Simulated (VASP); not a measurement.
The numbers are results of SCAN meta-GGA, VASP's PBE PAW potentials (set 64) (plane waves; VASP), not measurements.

VASP ran on this input.

**POSCAR**
```
Hf
1.0
  3.1599334719   0.0000000000   0.0000000000
 -1.5799667359   2.7365826102   0.0000000000
  0.0000000000   0.0000000000   4.9744975414
Hf
2
Cartesian
 -0.0000015799   1.8243893190   1.2436243853
  1.5799683159   0.9121932912   3.7308731560
```

File KPOINTS:
```
Regular mesh
0
gamma
  12 12 7
```

INCAR:
```
SYSTEM = Hf
PREC = Accurate
ENCUT = 400
EDIFF = 1E-6
NELM = 100
ALGO = Normal
LREAL = .FALSE.
LASPH = .TRUE.
ISMEAR = 1
SIGMA = 0.1
METAGGA = SCAN
LMIXTAU = .TRUE.
LMAXMIX = 6
LWAVE = .FALSE.
LCHARG = .FALSE.
IBRION = 2
ISIF = 3
NSW = 60
EDIFFG = -0.01
```

POTCAR, in this order: Hf_pv (PBE.64 set). Program: vasp_std.

The resulting files:

File OUTCAR:
```
 ion  position               nearest neighbor table
   1  0.333  0.667  0.250-   2 3.08   2 3.08   2 3.08   2 3.08   2 3.08   2 3.08
   2  0.667  0.333  0.750-   1 3.08   1 3.08   1 3.08   1 3.08   1 3.08   1 3.08
  LATTYP: Found a hexagonal cell.
 ALAT       =     3.1599334719
 C/A-ratio  =     1.5742412255
 Subroutine PRICEL returns:
 Original cell was already a primitive cell.
 Subroutine GETGRP returns: Found 24 space group operations
The static configuration has the point symmetry D_3d.
 The point group associated with its full space group is D_6h.
The dynamic configuration has the point symmetry D_3d.
 Subroutine INISYM returns: Found 24 space group operations
 Subroutine IBZKPT returns following result:
 Found     76 irreducible k-points:

 Following reciprocal coordinates:
            Coordinates               Weight
  0.000000  0.000000  0.000000      1.000000
  0.083333  0.000000  0.000000      6.000000
  0.166667  0.000000  0.000000      6.000000
  0.250000 -0.000000  0.000000      6.000000
  0.333333  0.000000  0.000000      6.000000
  0.416667  0.000000  0.000000      6.000000
  0.500000 -0.000000  0.000000      3.000000
  0.083333  0.083333  0.000000      6.000000
  0.166667  0.083333  0.000000     12.000000
  0.250000  0.083333  0.000000     12.000000
  0.333333  0.083333  0.000000     12.000000
  0.416667  0.083333  0.000000     12.000000
  0.166667  0.166667  0.000000      6.000000
  0.250000  0.166667  0.000000     12.000000
  0.333333  0.166667  0.000000     12.000000
  0.416667  0.166667  0.000000      6.000000
  0.250000  0.250000  0.000000      6.000000
  0.333333  0.250000  0.000000     12.000000
  0.333333  0.333333  0.000000      2.000000
  0.000000  0.000000  0.142857      2.000000
  0.083333  0.000000  0.142857     12.000000
  0.166667  0.000000  0.142857     12.000000
  0.250000 -0.000000  0.142857     12.000000
  0.333333  0.000000  0.142857     12.000000
  0.416667  0.000000  0.142857     12.000000
  0.500000 -0.000000  0.142857      6.000000
  0.083333  0.083333  0.142857     12.000000
  0.166667  0.083333  0.142857     24.000000
  0.250000  0.083333  0.142857     24.000000
  0.333333  0.083333  0.142857     24.000000
  0.416667  0.083333  0.142857     24.000000
  0.166667  0.166667  0.142857     12.000000
  0.250000  0.166667  0.142857     24.000000
  0.333333  0.166667  0.142857     24.000000
  0.416667  0.166667  0.142857     12.000000
  0.250000  0.250000  0.142857     12.000000
  0.333333  0.250000  0.142857     24.000000
  0.333333  0.333333  0.142857      4.000000
  0.000000  0.000000  0.285714      2.000000
  0.083333  0.000000  0.285714     12.000000
   k-points           NKPTS =     76   k-points in BZ     NKDIM =     76   number of bands    NBANDS=     14
   number of dos      NEDOS =    301   number of ions     NIONS =      2
   total plane-waves  NPLWV =  18432
   dimension x,y,z NGX =    24 NGY =   24 NGZ =   32
   dimension x,y,z NGXF=    48 NGYF=   48 NGZF=   64
   ions per type =               2
   PREC   = accura    normal or accurate (medium, high low for compatibility)
   ISTART =      0    job   : 0-new  1-cont  2-samecut
   ICHARG =      2    charge: 1-file 2-atom 10-const
   ISPIN  =      1    spin polarized calculation?
   LNONCOLLINEAR =      F non collinear calculations
   LSORBIT =      F    spin-orbit coupling
   INIWAV =      1    electr: 0-lowe 1-rand  2-diag
   ENCUT  =  400.0 eV  29.40 Ry    5.42 a.u.   5.15  5.15  8.11*2*pi/ulx,y,z
   NELM   =    100;   NELMIN=  2; NELMDL= -5     # of ELM steps
   EDIFF  = 0.1E-05   stopping-criterion for ELM
   LREAL  =      F    real-space projection
...
```

**OSZICAR**
```
       N       E                     dE             d eps       ncg     rms          rms(c)
DAV:   1    -0.703254490167E+02   -0.70325E+02   -0.10573E+04  2168   0.116E+03
DAV:   2    -0.130182326120E+03   -0.59857E+02   -0.58674E+02  2674   0.244E+02
DAV:   3    -0.131990178845E+03   -0.18079E+01   -0.17694E+01  2824   0.291E+01
DAV:   4    -0.132008488516E+03   -0.18310E-01   -0.18291E-01  2536   0.365E+00
DAV:   5    -0.132008738361E+03   -0.24985E-03   -0.24982E-03  2952   0.356E-01    0.708E+01
DAV:   6    -0.125999622293E+03    0.60091E+01   -0.93067E-01  2212   0.938E+00    0.406E+01
DAV:   7    -0.123912187841E+03    0.20874E+01   -0.24125E+00  2312   0.111E+01    0.687E+00
DAV:   8    -0.125661573709E+03   -0.17494E+01   -0.20374E+00  2242   0.103E+01    0.130E+01
DAV:   9    -0.125442132192E+03    0.21944E+00   -0.35787E-01  2158   0.721E+00    0.146E+00
DAV:  10    -0.125393255440E+03    0.48877E-01   -0.34596E-02  2410   0.241E+00    0.246E+00
DAV:  11    -0.125385126922E+03    0.81285E-02   -0.24393E-03  2554   0.659E-01    0.312E+00
DAV:  12    -0.125437453102E+03   -0.52326E-01   -0.11351E-01  2128   0.469E+00    0.243E-01
DAV:  13    -0.125441066575E+03   -0.36135E-02   -0.38095E-03  2572   0.721E-01    0.307E-01
DAV:  14    -0.125444021214E+03   -0.29546E-02   -0.21331E-02  2140   0.186E+00    0.261E-01
DAV:  15    -0.125445269691E+03   -0.12485E-02   -0.33632E-03  2164   0.664E-01    0.287E-01
DAV:  16    -0.125445272367E+03   -0.26753E-05   -0.19880E-03  2176   0.479E-01    0.179E-01
DAV:  17    -0.125445987617E+03   -0.71525E-03   -0.23051E-04  2410   0.177E-01    0.227E-01
DAV:  18    -0.125445935928E+03    0.51689E-04   -0.39995E-03  2152   0.709E-01    0.325E-01
DAV:  19    -0.125446135062E+03   -0.19913E-03   -0.20443E-04  2650   0.165E-01    0.208E-01
DAV:  20    -0.125445825186E+03    0.30988E-03   -0.13857E-04  2218   0.127E-01    0.435E-02
DAV:  21    -0.125445775445E+03    0.49741E-04   -0.59762E-05  2314   0.849E-02    0.286E-02
DAV:  22    -0.125445741633E+03    0.33812E-04   -0.10344E-05  2620   0.365E-02    0.110E-02
DAV:  23    -0.125445710161E+03    0.31472E-04   -0.28924E-05  2188   0.599E-02    0.504E-03
DAV:  24    -0.125445720514E+03   -0.10353E-04   -0.27049E-06  2404   0.205E-02    0.252E-03
DAV:  25    -0.125445706248E+03    0.14266E-04   -0.12416E-06  1604   0.128E-02    0.575E-03
DAV:  26    -0.125445710249E+03   -0.40010E-05   -0.51482E-07  1196   0.833E-03    0.251E-03
DAV:  27    -0.125445709435E+03    0.81433E-06   -0.16737E-07  1172   0.502E-03
   1 F= -.12544571E+03 E0= -.12544559E+03  d E =-.125446E+03
```

File OUTCAR:
```
------------------------ aborting loop because EDIFF is reached ----------------------------------------
  FORCE on cell =-STRESS in cart. coord.  units (eV):
  Direction    XX          YY          ZZ          XY          YZ          ZX
  --------------------------------------------------------------------------------------
  Total        0.0023610      0.0023610     -0.0197300      0.0000000      0.0000000      0.0000000
  in kB        0.0879360      0.0879360     -0.7348548      0.0000000      0.0000000      0.0000000
  external PRESSURE =      -0.1863276 kB  Pullay stress =       0.0000000 kB
  volume of cell :       43.02
      direct lattice vectors                 reciprocal lattice vectors
     3.159933472  0.000000000  0.000000000     0.316462359  0.182709631  0.000000000
    -1.579966736  2.736582610  0.000000000     0.000000000  0.365419263  0.000000000
     0.000000000  0.000000000  4.974497541     0.000000000  0.000000000  0.201025328
 POSITION                                       TOTAL-FORCE (eV/Angst)
 -----------------------------------------------------------------------------------
     -0.00000      1.82439      1.24362        -0.000000     -0.000000      0.000000
      1.57997      0.91219      3.73087         0.000000      0.000000      0.000000
 -----------------------------------------------------------------------------------
    total drift:                               -0.000155      0.000093     -0.000016
  FREE ENERGIE OF THE ION-ELECTRON SYSTEM (eV)
  ---------------------------------------------------
  free  energy   TOTEN  =      -125.4457094346 eV

  energy  without entropy=     -125.4453619035  energy(sigma->0) =     -125.44559359

 reached required accuracy - stopping structural energy minimisation
```
(Selected blocks of OUTCAR.)

The structure comes from a measured Hf entry (P6_3/mmc) of the Crystallography Open Database, whose conditions weren't checked. It was relaxed first, which changed the volume by -7 %. The start is the result of an earlier pass.
